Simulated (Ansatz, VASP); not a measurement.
# La2AlF: VASP beside Ansatz

```
CELL_PARAMETERS angstrom
3.76833 0.00000 0.00000
-1.88417 3.26347 0.00000
0.00000 0.00000 7.96276
ATOMIC_POSITIONS crystal
La 0.33333 0.66667 0.71441
La 0.66667 0.33333 0.28559
Al 0.00000 0.00000 0.00000
F 0.00000 0.00000 0.50000
```

Alike in both runs: functional PBE; k mesh 6 × 6 × 4; occupations gaussian, width 0.1 eV; no spin polarisation.

Ansatz relaxed the structure, and its values are those at the end. VASP's run is a single point on that final structure, the one shown.

|  | VASP | Ansatz |
| --- | --- | --- |
| version | VASP 6.6.1 | Ansatz 0.2.0 |
| potentials or method | VASP PAW PBE potentials, release 64 (La, Al, F) | scalar-relativistic, plane waves, PAW |
| plane-wave cutoff (eV) | 520 | 420 |
| valence electrons in the cell | 32 | 32 |

```csv
,VASP,Ansatz,Ansatz less VASP
gap on the k mesh at the Fermi level (eV),none,none,-
pressure (GPa),0.0,0.1,+0.10
rms of the force components (eV/Å),0.008,0.005,-0.0025
```

A gap of «none» marks a metal or a gap that the smearing closes.

Spin-orbit coupling is left out, which matters for the levels of La.
